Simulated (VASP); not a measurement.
Computed with optB88-vdW, VASP's PBE PAW potentials (set 64) (plane waves; VASP 6.6.1).

The input files of a VASP run:

KPOINTS:
```
K-points
0
G
 6 6 5
0 0 0
```

**POSCAR**
```
PbO
1.0
  4.1275985812   0.0000000000   0.0000000000
  0.0000000000   4.1275985812   0.0000000000
  0.0000000000   0.0000000000   5.1456537204
Pb O
2 2
Direct
  0.5000000000   0.0000000000   0.7639598803
  0.0000000000   0.5000000000   0.2360401197
  0.5000000000   0.5000000000   0.0000000000
  0.0000000000   0.0000000000   0.0000000000
```

### INCAR
```
SYSTEM = PbO
PREC = Accurate
ENCUT = 520
EDIFF = 1E-7
NELM = 100
ALGO = Normal
LREAL = .FALSE.
LASPH = .TRUE.
ISMEAR = 0
SIGMA = 0.05
GGA = BO
PARAM1 = 0.1833333333
PARAM2 = 0.22
LUSE_VDW = .TRUE.
AGGAC = 0.0
LMAXMIX = 4
LWAVE = .FALSE.
LCHARG = .FALSE.
ISIF = 4
IBRION = 2
NSW = 30
EDIFFG = -0.01
```

POTCAR, in this order: Pb_d O (PBE.64 set). Program: vasp_std.

Output of the run:

**OSZICAR**
```
       N       E                     dE             d eps       ncg     rms          rms(c)
DAV:   1     0.455561436282E+03    0.45556E+03   -0.20144E+04  1440   0.192E+03
DAV:   2     0.465200852938E+02   -0.40904E+03   -0.40201E+03  1528   0.486E+02
DAV:   3    -0.153025602035E+02   -0.61823E+02   -0.58638E+02  1984   0.191E+02
DAV:   4    -0.173434563421E+02   -0.20409E+01   -0.20401E+01  1632   0.394E+01
DAV:   5    -0.174055463850E+02   -0.62090E-01   -0.62081E-01  2088   0.679E+00    0.133E+01
DAV:   6    -0.123912685782E+02    0.50143E+01   -0.44552E+01  2288   0.464E+01    0.654E+00
DAV:   7    -0.120307179302E+02    0.36055E+00   -0.48932E+00  1944   0.165E+01    0.257E+00
DAV:   8    -0.120090793008E+02    0.21639E-01   -0.87532E-01  1640   0.647E+00    0.101E+00
DAV:   9    -0.119917342369E+02    0.17345E-01   -0.11595E-01  2376   0.275E+00    0.341E-01
DAV:  10    -0.119930277076E+02   -0.12935E-02   -0.18839E-02  1616   0.958E-01    0.754E-02
DAV:  11    -0.119929840738E+02    0.43634E-04   -0.30894E-03  2368   0.445E-01    0.868E-02
DAV:  12    -0.119928721844E+02    0.11189E-03   -0.60242E-04  2104   0.279E-01    0.263E-02
DAV:  13    -0.119928700574E+02    0.21271E-05   -0.51527E-05  1792   0.525E-02    0.118E-02
DAV:  14    -0.119928683863E+02    0.16710E-05   -0.46132E-06  2032   0.186E-02    0.358E-03
DAV:  15    -0.119928678374E+02    0.54890E-06   -0.88123E-07  1712   0.114E-02    0.548E-04
DAV:  16    -0.119928678386E+02   -0.12114E-08   -0.95479E-08  1016   0.271E-03
   1 F= -.11992868E+02 E0= -.11992868E+02  d E =-.119929E+02
       N       E                     dE             d eps       ncg     rms          rms(c)
DAV:   1    -0.119723661971E+02    0.20502E-01   -0.15132E+01  1744   0.225E+01    0.457E-01
DAV:   2    -0.120252316703E+02   -0.52865E-01   -0.55152E-01  2120   0.674E+00    0.230E-01
DAV:   3    -0.120243920819E+02    0.83959E-03   -0.48730E-03  1976   0.867E-01    0.149E-01
DAV:   4    -0.120238256800E+02    0.56640E-03   -0.23052E-03  2096   0.884E-01    0.371E-02
DAV:   5    -0.120238413588E+02   -0.15679E-04   -0.48321E-04  2232   0.246E-01    0.190E-02
DAV:   6    -0.120238359596E+02    0.53992E-05   -0.44629E-05  2120   0.103E-01    0.943E-03
DAV:   7    -0.120238360374E+02   -0.77836E-07   -0.81141E-06  2072   0.209E-02    0.376E-03
DAV:   8    -0.120238365157E+02   -0.47829E-06   -0.69764E-07  1432   0.870E-03    0.814E-04
DAV:   9    -0.120238366121E+02   -0.96436E-07   -0.16467E-07   968   0.850E-03
   2 F= -.12023837E+02 E0= -.12023837E+02  d E =-.309688E-01
       N       E                     dE             d eps       ncg     rms          rms(c)
DAV:   1    -0.120109503172E+02    0.12886E-01   -0.59283E+00  1752   0.138E+01    0.282E-01
DAV:   2    -0.120300994220E+02   -0.19149E-01   -0.20096E-01  2120   0.443E+00    0.141E-01
DAV:   3    -0.120297584771E+02    0.34094E-03   -0.16616E-03  2008   0.527E-01    0.900E-02
DAV:   4    -0.120295533312E+02    0.20515E-03   -0.84702E-04  2024   0.535E-01    0.224E-02
DAV:   5    -0.120295580678E+02   -0.47366E-05   -0.18389E-04  2248   0.159E-01    0.113E-02
DAV:   6    -0.120295558059E+02    0.22619E-05   -0.17018E-05  2112   0.620E-02    0.585E-03
DAV:   7    -0.120295558428E+02   -0.36837E-07   -0.31420E-06  2088   0.131E-02    0.239E-03
DAV:   8    -0.120295560855E+02   -0.24270E-06   -0.32540E-07  1256   0.673E-03    0.381E-04
DAV:   9    -0.120295561335E+02   -0.47990E-07   -0.41581E-08   856   0.384E-03
   3 F= -.12029556E+02 E0= -.12029556E+02  d E =-.366883E-01
       N       E                     dE             d eps       ncg     rms          rms(c)
DAV:   1    -0.120484953607E+02   -0.18939E-01   -0.11735E+00  1520   0.918E+00    0.713E-01
DAV:   2    -0.120400394348E+02    0.84559E-02   -0.44703E-02  2104   0.249E+00    0.437E-01
DAV:   3    -0.120350367446E+02    0.50027E-02   -0.54843E-03  1920   0.107E+00    0.125E-01
DAV:   4    -0.120346755072E+02    0.36124E-03   -0.15187E-03  2192   0.433E-01    0.223E-02
DAV:   5    -0.120346826200E+02   -0.71128E-05   -0.20690E-04  1568   0.140E-01    0.858E-03
DAV:   6    -0.120346821412E+02    0.47880E-06   -0.99274E-06  2336   0.455E-02    0.465E-03
DAV:   7    -0.120346828046E+02   -0.66336E-06   -0.21559E-06  1536   0.126E-02    0.180E-03
DAV:   8    -0.120346828129E+02   -0.83437E-08   -0.28040E-07  1304   0.493E-03
   4 F= -.12034683E+02 E0= -.12034683E+02  d E =-.512668E-02
       N       E                     dE             d eps       ncg     rms          rms(c)
DAV:   1    -0.121313626930E+02   -0.96680E-01   -0.76116E+00  1536   0.233E+01    0.181E+00
DAV:   2    -0.120754197129E+02    0.55943E-01   -0.27763E-01  1928   0.578E+00    0.110E+00
DAV:   3    -0.120428910883E+02    0.32529E-01   -0.36236E-02  1848   0.249E+00    0.293E-01
DAV:   4    -0.120409363217E+02    0.19548E-02   -0.78473E-03  2264   0.992E-01    0.555E-02
DAV:   5    -0.120409823777E+02   -0.46056E-04   -0.11398E-03  1576   0.331E-01    0.196E-02
DAV:   6    -0.120409731904E+02    0.91874E-05   -0.66871E-05  2280   0.117E-01    0.112E-02
DAV:   7    -0.120409776721E+02   -0.44817E-05   -0.13477E-05  1560   0.318E-02    0.474E-03
DAV:   8    -0.120409776103E+02    0.61744E-07   -0.20482E-06  1856   0.133E-02    0.119E-03
DAV:   9    -0.120409775883E+02    0.22044E-07   -0.38981E-07  1488   0.833E-03
   5 F= -.12040978E+02 E0= -.12040978E+02  d E =-.114215E-01
       N       E                     dE             d eps       ncg     rms          rms(c)
DAV:   1    -0.120424955956E+02   -0.15180E-02   -0.11953E-01  1536   0.294E+00    0.227E-01
DAV:   2    -0.120416342381E+02    0.86136E-03   -0.44733E-03  2272   0.824E-01    0.140E-01
DAV:   3    -0.120411210537E+02    0.51318E-03   -0.58492E-04  1936   0.349E-01    0.391E-02
DAV:   4    -0.120410884177E+02    0.32636E-04   -0.16802E-04  2176   0.133E-01    0.718E-03
DAV:   5    -0.120410886033E+02   -0.18559E-06   -0.20160E-05  1648   0.413E-02    0.293E-03
DAV:   6    -0.120410885725E+02    0.30739E-07   -0.99933E-07  2080   0.147E-02
   6 F= -.12041089E+02 E0= -.12041089E+02  d E =-.115324E-01
       N       E                     dE             d eps       ncg     rms          rms(c)
DAV:   1    -0.120411690895E+02   -0.80486E-04   -0.69291E-03  1544   0.709E-01    0.550E-02
DAV:   2    -0.120411174958E+02    0.51594E-04   -0.24918E-04  2288   0.199E-01    0.338E-02
DAV:   3    -0.120410870035E+02    0.30492E-04   -0.34558E-05  1920   0.856E-02    0.911E-03
DAV:   4    -0.120410853520E+02    0.16515E-05   -0.98967E-06  2200   0.312E-02    0.171E-03
DAV:   5    -0.120410854027E+02   -0.50703E-07   -0.10680E-06  1536   0.966E-03    0.685E-04
DAV:   6    -0.120410853830E+02    0.19642E-07   -0.41013E-08  1032   0.353E-03
   7 F= -.12041085E+02 E0= -.12041085E+02  d E =-.115292E-01
       N       E                     dE             d eps       ncg     rms          rms(c)
DAV:   1    -0.120410367789E+02    0.48624E-04   -0.51071E-02  1728   0.124E+00    0.160E-02
DAV:   2    -0.120411086237E+02   -0.71845E-04   -0.79039E-04  2064   0.271E-01    0.866E-03
DAV:   3    -0.120411084789E+02    0.14480E-06   -0.13183E-05  1848   0.282E-02    0.450E-03
DAV:   4    -0.120411081950E+02    0.28398E-06   -0.11837E-06  2104   0.141E-02    0.188E-03
DAV:   5    -0.120411082273E+02   -0.32350E-07   -0.23244E-07  1280   0.412E-03
   8 F= -.12041108E+02 E0= -.12041108E+02  d E =-.228443E-04
```

### OUTCAR
```
------------------------ aborting loop because EDIFF is reached ----------------------------------------
  FORCE on cell =-STRESS in cart. coord.  units (eV):
  Direction    XX          YY          ZZ          XY          YZ          ZX
  --------------------------------------------------------------------------------------
  Total       -0.5517564     -0.5517564     -0.5454631      0.0000000      0.0000000      0.0000000
  in kB      -10.0837599    -10.0837599     -9.9687457      0.0000000      0.0000000      0.0000000
  external PRESSURE =     -10.0454218 kB  Pullay stress =       0.0000000 kB
  volume of cell :       87.67
      direct lattice vectors                 reciprocal lattice vectors
     4.059968812  0.000000000  0.000000000     0.246307311  0.000000000  0.000000000
     0.000000000  4.059968812 -0.000000000     0.000000000  0.246307311  0.000000000
     0.000000000 -0.000000000  5.318511112     0.000000000  0.000000000  0.188022546
 POSITION                                       TOTAL-FORCE (eV/Angst)
 -----------------------------------------------------------------------------------
      2.02998     -0.00000      4.12449         0.000000     -0.000000      0.007686
      0.00000      2.02998      1.19402        -0.000000      0.000000     -0.007686
      2.02998      2.02998      5.31851        -0.000000     -0.000000      0.000000
      0.00000      0.00000     -0.00000        -0.000000      0.000000      0.000000
 -----------------------------------------------------------------------------------
    total drift:                                0.000000      0.000000      0.000000
  FREE ENERGIE OF THE ION-ELECTRON SYSTEM (eV)
  ---------------------------------------------------
  free  energy   TOTEN  =       -12.0411082273 eV

  energy  without entropy=      -12.0411082273  energy(sigma->0) =      -12.04110823

 reached required accuracy - stopping structural energy minimisation
```
(Selected blocks of OUTCAR.)

### CONTCAR
```
PbO
   1.00000000000000
     4.0599688119971731    0.0000000000000000    0.0000000000000000
     0.0000000000000000    4.0599688119971731   -0.0000000000000000
     0.0000000000000000   -0.0000000000000000    5.3185111119143116
  Pb              O
     2     2
Direct
     0.5000000000000000    0.0000000000000000    0.7754970842362642
     0.0000000000000000    0.5000000000000000    0.2245029157637357
     0.5000000000000000    0.5000000000000000    1.0000000000000000
     0.0000000000000000    0.0000000000000000    0.0000000000000000
```

The compound is PbO in the litharge structure. This cell is one point of a volume scan, at 1.06 of the reference volume. Symmetry was kept, so distortions that lower it aren't found.
